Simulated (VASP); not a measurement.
# HoO (Pm-3m) in VASP: notebook

The runs below take HoO through single point, with PBE+U.

Everything below comes from runs of VASP 6.6.1. Logs are shortened: lines on timing, memory, paths and dates and some standing lists are left out, and cuts for length are marked.

## 1. The structure

The structure is cubic, space group Pm-3m (No. 221). The conventional cell has a = 2.757 Å, b = 2.757 Å, c = 2.757 Å, α = 90.00°, β = 90.00°, γ = 90.00°. Around Ho (site symmetry m-3m) lie 8 O at 2.39 Å. O (site symmetry m-3m) has 8 Ho at 2.39 Å as nearest neighbours.

The cell comes from a database or a generator and needn't be the stable form of this composition.

## 2. Single point, PBE+U, collinear spin, antiferromagnetic start

File INCAR:

```
SYSTEM = HoO
  ALGO = Normal
  EDIFF = 1E-6
  ENCUT = 520
  GGA = PE
  ISIF = 2
  ISMEAR = 0
  ISPIN = 2
  LASPH = .TRUE.
  LCHARG = .FALSE.
  LDAU = .TRUE.
  LDAUJ = 0 0
  LDAUL = 3 -1
  LDAUPRINT = 1
  LDAUTYPE = 2
  LDAUU = 7 0
  LMAXMIX = 6
  LORBIT = 11
  LREAL = .FALSE.
  LWAVE = .FALSE.
  MAGMOM = 4 -4 0 0
  NELM = 150
  PREC = Accurate
  SIGMA = 0.05
```

File KPOINTS:

```
k-points
0
G
  6 6 6
  0 0 0
```

File POSCAR:

```
HoO
1.0
    0.0000000000      2.7574736800      2.7574736800
    2.7574736800      0.0000000000      2.7574736800
    2.7574736800      2.7574736800      0.0000000000
Ho O
2 2
Direct
    0.0000000000      0.0000000000      0.0000000000
    0.5000000000      0.5000000000      0.5000000000
    0.2500000000      0.2500000000      0.2500000000
    0.7500000000      0.7500000000      0.7500000000
```

Potentials or basis: VASP PAW PBE potentials, release 64 (Ho, O).

On the command line:

```console
$ cat potpaw_PBE.64/Ho/POTCAR potpaw_PBE.64/O/POTCAR > POTCAR
$ mpirun -np 1 vasp_std > vasp.out
```

OUTCAR:

```text
SYSTEM = HoO
   EDIFF = 1E-6
   ENCUT = 520
   GGA = PE
   ISIF = 2
   ISMEAR = 0
   ISPIN = 2
   LASPH = .TRUE.
   LORBIT = 11
   LREAL = .FALSE.
   NELM = 150
   PREC = Accurate

 ion  position               nearest neighbor table
   1  0.000  0.000  0.000-   4 2.39   4 2.39   4 2.39   3 2.39   4 2.39   3 2.39   3 2.39   3 2.39
                             2 2.76   2 2.76   2 2.76   2 2.76   2 2.76   2 2.76
   2  0.500  0.500  0.500-   3 2.39   3 2.39   3 2.39   3 2.39   4 2.39   4 2.39   4 2.39   4 2.39
                             1 2.76   1 2.76   1 2.76   1 2.76   1 2.76   1 2.76
   3  0.250  0.250  0.250-   1 2.39   1 2.39   1 2.39   1 2.39   2 2.39   2 2.39   2 2.39   2 2.39

   4  0.750  0.750  0.750-   2 2.39   2 2.39   2 2.39   1 2.39   2 2.39   1 2.39   1 2.39   1 2.39

  LATTYP: Found a face centered cubic cell.
 ALAT       =     5.5149473600

  Lattice vectors:

 A1 = (   0.0000000000,   2.7574736800,   2.7574736800)
 A2 = (   2.7574736800,   0.0000000000,   2.7574736800)
 A3 = (   2.7574736800,   2.7574736800,   0.0000000000)

Analysis of symmetry for initial positions (statically):
=====================================================================
 Subroutine PRICEL returns following result:

  LATTYP: Found a simple cubic cell.
 ALAT       =     2.7574736800
[... 12 lines left out ...]
 Subroutine GETGRP returns: Found 48 space group operations
 (whereof 48 operations were pure point group operations)
 out of a pool of 48 trial point group operations.

The static configuration has the point symmetry O_h .

Analysis of symmetry for dynamics (positions and initial velocities):
=====================================================================
 Subroutine PRICEL returns following result:

  LATTYP: Found a simple cubic cell.
 ALAT       =     2.7574736800
[... 12 lines left out ...]
 Subroutine GETGRP returns: Found 48 space group operations
 (whereof 48 operations were pure point group operations)
 out of a pool of 48 trial point group operations.

The dynamic configuration has the point symmetry O_h .

Analysis of structural, dynamic, and magnetic symmetry:
=====================================================================
 Subroutine PRICEL returns following result:

  LATTYP: Found a simple cubic cell.
 ALAT       =     2.7574736800
[... 12 lines left out ...]
 Subroutine GETGRP returns: Found 48 space group operations
 (whereof 48 operations were pure point group operations)
 out of a pool of 48 trial point group operations.

The overall configuration has the point symmetry O_h .

 Subroutine INISYM returns: Found 48 space group operations
 (whereof 48 operations are pure point group operations),
 and found     2 'primitive' translations

----------------------------------------------------------------------------------------

                                     Primitive cell

  volume of cell :      20.9669

  direct lattice vectors                    reciprocal lattice vectors
    -2.757473680  0.000000000  0.000000000    -0.362650787  0.000000000  0.000000000
     0.000000000  0.000000000  2.757473680     0.000000000  0.000000000  0.362650787
     0.000000000  2.757473680  0.000000000     0.000000000  0.362650787  0.000000000
[... 178 lines left out ...]
 -0.0000  1.0081 -0.0000 -0.0000 -0.0000 -0.0000 -0.0000
 -0.0003 -0.0000  0.9963  0.0000  0.0000 -0.0000  0.0000
  0.0000 -0.0000  0.0000  0.9959 -0.0000  0.0000 -0.0000
  0.0000 -0.0000  0.0000 -0.0000  0.9963 -0.0000  0.0003
  0.0000 -0.0000 -0.0000  0.0000 -0.0000  0.9965  0.0000
 -0.0000 -0.0000  0.0000 -0.0000  0.0003  0.0000  0.9961

 occupancies and eigenvectors

  o =  0.0067  v =  0.0000 -0.0000  0.0000 -0.0000  0.0000 -1.0000  0.0000  0.0000  0.0000  0.0000  0.0000  0.0000  0.0000  0.0000      0.0000  0.0000  0.0000  0.0000  0.0000  0.0000  0.0000  0.0000  0.0000  0.0000  0.0000  0.0000  0.0000  0.0000
  o =  0.0067  v =  0.6124  0.0000 -0.7906 -0.0000  0.0000  0.0000  0.0000  0.0000  0.0000  0.0000  0.0000  0.0000  0.0000  0.0000      0.0000  0.0000  0.0000  0.0000  0.0000  0.0000  0.0000  0.0000  0.0000  0.0000  0.0000  0.0000  0.0000  0.0000
  o =  0.0067  v =  0.0000  0.0000  0.0000 -0.0000  0.7906  0.0000  0.6124  0.0000  0.0000  0.0000  0.0000  0.0000  0.0000  0.0000      0.0000  0.0000  0.0000  0.0000  0.0000  0.0000  0.0000  0.0000  0.0000  0.0000  0.0000  0.0000  0.0000  0.0000
  o =  0.0778  v =  0.0000  1.0000  0.0000 -0.0000 -0.0000 -0.0000 -0.0000  0.0000  0.0000  0.0000  0.0000  0.0000  0.0000  0.0000      0.0000  0.0000  0.0000  0.0000  0.0000  0.0000  0.0000  0.0000  0.0000  0.0000  0.0000  0.0000  0.0000  0.0000
  o =  0.9911  v = -0.7906  0.0000 -0.6124 -0.0000  0.0000  0.0000  0.0000  0.0000  0.0000  0.0000  0.0000  0.0000  0.0000  0.0000      0.0000  0.0000  0.0000  0.0000  0.0000  0.0000  0.0000  0.0000  0.0000  0.0000  0.0000  0.0000  0.0000  0.0000
  o =  0.9911  v =  0.0000 -0.0000  0.0000 -0.0004  0.6124  0.0000 -0.7906  0.0000  0.0000  0.0000  0.0000  0.0000  0.0000  0.0000      0.0000  0.0000  0.0000  0.0000  0.0000  0.0000  0.0000  0.0000  0.0000  0.0000  0.0000  0.0000  0.0000  0.0000
  o =  0.9911  v =  0.0000  0.0000 -0.0000  1.0000  0.0002 -0.0000 -0.0003  0.0000  0.0000  0.0000  0.0000  0.0000  0.0000  0.0000      0.0000  0.0000  0.0000  0.0000  0.0000  0.0000  0.0000  0.0000  0.0000  0.0000  0.0000  0.0000  0.0000  0.0000
  o =  0.9959  v =  0.0000  0.0000  0.0000  0.0000  0.0000  0.0000  0.0000  0.0000 -0.0000  0.0000 -1.0000 -0.0001  0.0000  0.0001      0.0000  0.0000  0.0000  0.0000  0.0000  0.0000  0.0000  0.0000  0.0000  0.0000  0.0000  0.0000  0.0000  0.0000
  o =  0.9959  v =  0.0000  0.0000  0.0000  0.0000  0.0000  0.0000  0.0000 -0.0005 -0.0000 -0.0004 -0.0002  0.6124  0.0000 -0.7906      0.0000  0.0000  0.0000  0.0000  0.0000  0.0000  0.0000  0.0000  0.0000  0.0000  0.0000  0.0000  0.0000  0.0000
  o =  0.9959  v =  0.0000  0.0000  0.0000  0.0000  0.0000  0.0000  0.0000  0.7906 -0.0000  0.6124  0.0000  0.0004  0.0000 -0.0005      0.0000  0.0000  0.0000  0.0000  0.0000  0.0000  0.0000  0.0000  0.0000  0.0000  0.0000  0.0000  0.0000  0.0000
  o =  0.9965  v =  0.0000  0.0000  0.0000  0.0000  0.0000  0.0000  0.0000 -0.0005 -0.0000  0.0006  0.0000 -0.7906 -0.0001 -0.6124      0.0000  0.0000  0.0000  0.0000  0.0000  0.0000  0.0000  0.0000  0.0000  0.0000  0.0000  0.0000  0.0000  0.0000
  o =  0.9965  v =  0.0000  0.0000  0.0000  0.0000  0.0000  0.0000  0.0000  0.6124  0.0000 -0.7906  0.0000 -0.0006 -0.0000 -0.0005      0.0000  0.0000  0.0000  0.0000  0.0000  0.0000  0.0000  0.0000  0.0000  0.0000  0.0000  0.0000  0.0000  0.0000
  o =  0.9965  v =  0.0000  0.0000  0.0000  0.0000  0.0000  0.0000  0.0000  0.0000 -0.0000 -0.0000  0.0000 -0.0001  1.0000 -0.0000      0.0000  0.0000  0.0000  0.0000  0.0000  0.0000  0.0000  0.0000  0.0000  0.0000  0.0000  0.0000  0.0000  0.0000
  o =  1.0081  v =  0.0000  0.0000  0.0000  0.0000  0.0000  0.0000  0.0000 -0.0000  1.0000  0.0000 -0.0000 -0.0000  0.0000 -0.0000      0.0000  0.0000  0.0000  0.0000  0.0000  0.0000  0.0000  0.0000  0.0000  0.0000  0.0000  0.0000  0.0000  0.0000

 number of electron      53.9999971 magnetization      -0.0000000

 Free energy of the ion-electron system (eV)
  ---------------------------------------------------
  ext. energy  EPLUGINS =         0.00000000
  ---------------------------------------------------
  free energy    TOTEN  =       -26.68522770 eV

  energy without entropy =      -26.67813511  energy(sigma->0) =      -26.68168140

 E-fermi :   8.6141     XC(G=0): -13.9159

 val. band max:        8.5722279982   @ k =   0.5000   0.3333   0.0000
 cond. band min:       8.6474961887   @ k =   0.1667   0.1667   0.0000
 fundamental gap:      0.0752681905
 Fermi energy:         8.6140972307

 spin component 1

 k-point     1 :       0.0000    0.0000    0.0000
  band No.  band energies     occupation
      1     -41.7068      1.00000
      2     -39.7294      1.00000
      3     -17.0015      1.00000
      4     -17.0015      1.00000
      5     -17.0015      1.00000
      6     -14.8079      1.00000
[... 549 lines left out ...]
     31       9.8540      0.00000
     32      10.0403      0.00000
 Fermi energy:         8.6140972307

 spin component 2

 k-point     1 :       0.0000    0.0000    0.0000
  band No.  band energies     occupation
      1     -41.7068      1.00000
      2     -39.7294      1.00000
      3     -17.0015      1.00000
      4     -17.0015      1.00000
      5     -17.0015      1.00000
      6     -14.8079      1.00000
[... 549 lines left out ...]
     31       9.8540      0.00000
     32      10.0403      0.00000

------------------------ aborting loop because EDIFF is reached ----------------------------------------

  FORCE on cell =-STRESS in cart. coord.  units (eV):
  Direction    XX          YY          ZZ          XY          YZ          ZX
  --------------------------------------------------------------------------------------
  -------------------------------------------------------------------------------------
  Total       13.2547018     13.2547018     13.2547018      0.0000000      0.0000000      0.0000000
  in kB      506.4264955    506.4264955    506.4264955      0.0000000      0.0000000      0.0000000
  external PRESSURE =     506.4264955 kB  Pullay stress =       0.0000000 kB

 VOLUME and BASIS-vectors are now :
 -----------------------------------------------------------------------------
  energy-cutoff  :      520.00
  volume of cell :       41.93
      direct lattice vectors                 reciprocal lattice vectors
     0.000000000  2.757473680  2.757473680    -0.181325393  0.181325393  0.181325393
     2.757473680  0.000000000  2.757473680     0.181325393 -0.181325393  0.181325393
     2.757473680  2.757473680  0.000000000     0.181325393  0.181325393 -0.181325393

 POSITION                                       TOTAL-FORCE (eV/Angst)
 -----------------------------------------------------------------------------------
      0.00000      0.00000      0.00000         0.000000      0.000000     -0.000000
      2.75747      2.75747      2.75747        -0.000000     -0.000000      0.000000
      1.37874      1.37874      1.37874        -0.000000     -0.000000     -0.000000
      4.13621      4.13621      4.13621        -0.000000      0.000000     -0.000000
 -----------------------------------------------------------------------------------
    total drift:                                0.000000     -0.000000      0.000000

  FREE ENERGIE OF THE ION-ELECTRON SYSTEM (eV)
  ---------------------------------------------------
  free  energy   TOTEN  =       -26.6852276997 eV

  energy  without entropy=      -26.6781351065  energy(sigma->0) =      -26.68168140

 total charge

# of ion       s       p       d       f       tot
--------------------------------------------------
    1        2.078   5.769   1.008  10.043  18.899
    2        2.078   5.769   1.008  10.043  18.899
    3        1.553   3.528   0.000   0.000   5.081
    4        1.553   3.528   0.000   0.000   5.081
--------------------------------------------------
tot          7.263  18.593   2.017  20.087  47.960

 magnetization (x)

# of ion       s       p       d       f       tot
--------------------------------------------------
    1        0.003  -0.029   0.036   3.913   3.924
    2       -0.003   0.029  -0.036  -3.913  -3.924
    3        0.000   0.000   0.000   0.000   0.000
    4        0.000   0.000   0.000   0.000   0.000
--------------------------------------------------
tot          0.000   0.000   0.000   0.000   0.000
```

Run time: 3.6 min. Hardware: 1 thread of AMD EPYC 9R45 (Zen 5), shared host; peak memory 0.2 GiB.

Results:

| Item | Value |
| --- | --- |
| Free energy | -26.6852 eV |
| Pressure | 50.6 GPa |
| Band gap on the k mesh | none (metal or under the smearing width) |
| Net moment | 0.00 μB per cell |
| Site moments | Ho +3.92, -3.92; O +0.00 μB |
| Valence electrons inside the program's atomic spheres | Ho 18.90; O 5.08 |

Eigenvalues of the final occupation matrices:
```
    site  spin  trace                         eigenvalues
site 1 f     1   6.99  1.00 1.00 1.00 1.00 1.00 1.00 1.01
site 1 f     2   3.07  0.01 0.01 0.01 0.08 0.99 0.99 0.99
site 2 f     1   3.07  0.01 0.01 0.01 0.08 0.99 0.99 0.99
site 2 f     2   6.99  1.00 1.00 1.00 1.00 1.00 1.00 1.01
```

Caveat: the magnetic or orbital state may not be the lowest; a pressure of tens of GPa on the cell as given is suspect, and the run, the potentials or the cell itself is likely at fault; spin-orbit coupling is left out, which moves the levels of the heavy elements.

## 3. Single point, PBE+U, collinear spin, ferromagnetic start

This run uses another cell than the first one: it holds 2 atoms, not 4.

File INCAR:

```
ALGO     = Normal         # electronic algorithm
EDIFF    = 1E-6           # SCF threshold, eV
ENCUT    = 520            # plane-wave cutoff, eV
GGA      = PE             # functional
ISIF     = 2              # what is computed and relaxed
ISMEAR   = 0              # smearing method
ISPIN    = 2              # spin polarisation
LASPH    = T              # aspherical terms in the spheres
LCHARG   = F              # write CHGCAR
LDAU     = T              # DFT+U
LDAUJ    = 0 0          
LDAUL    = 3 -1           # shell
LDAUPRINT= 1            
LDAUTYPE = 2            
LDAUU    = 7 0            # U, eV
LMAXMIX  = 6              # l up to which the mixer works
LORBIT   = 11             # projections on sites
LREAL    = F              # projectors in reciprocal space
LWAVE    = F              # write WAVECAR
MAGMOM   = 4 0            # initial moments
NBANDS   = 24             # bands
NELM     = 150            # most SCF steps
NUPDOWN  = 4              # fixed moment
PREC     = Accurate       # precision mode
SIGMA    = 0.05           # smearing width, eV
```

File KPOINTS:

```
k-points
0
Gamma
  7 7 7
```

File POSCAR:

```
HoO
1.0
    2.7574736800      0.0000000000      0.0000000000
    0.0000000000      2.7574736800      0.0000000000
    0.0000000000      0.0000000000      2.7574736800
Ho O
1 1
Direct
    0.0000000000      0.0000000000      0.0000000000
    0.5000000000      0.5000000000      0.5000000000
```

Potentials or basis: VASP PAW PBE potentials, release 64 (Ho, O).

On the command line:

```console
$ cat potpaw_PBE.64/Ho/POTCAR potpaw_PBE.64/O/POTCAR > POTCAR
$ mpirun -np 1 vasp_std > vasp.out
```

Run time: 31 s. Hardware: 1 thread of AMD EPYC 9R45 (Zen 5), shared host; peak memory 0.14 GiB.

Results (log left out):

```yaml
Free_energy: -13.3704 eV
Pressure: 50.0 GPa
Net_moment: 4.00 μB per cell
Site_moments: Ho +3.90; O -0.01 μB
Valence_electrons_inside_the_program's_atomic_spheres: Ho 18.92; O 5.08
```

Eigenvalues of the final occupation matrices:
| site | spin | trace | eigenvalues |
| --- | --- | --- | --- |
| site 1 f | 1 | 6.98 | 1.00 1.00 1.00 1.00 1.00 1.00 1.01 |
| site 1 f | 2 | 3.15 | 0.01 0.01 0.01 0.16 0.99 0.99 0.99 |

Caveat: the magnetic or orbital state may not be the lowest; a pressure of tens of GPa on the cell as given is suspect, and the run, the potentials or the cell itself is likely at fault; spin-orbit coupling is left out, which moves the levels of the heavy elements; the total moment is fixed, so each spin has its own Fermi level. The state reached can hang on the start; a lower one may exist.
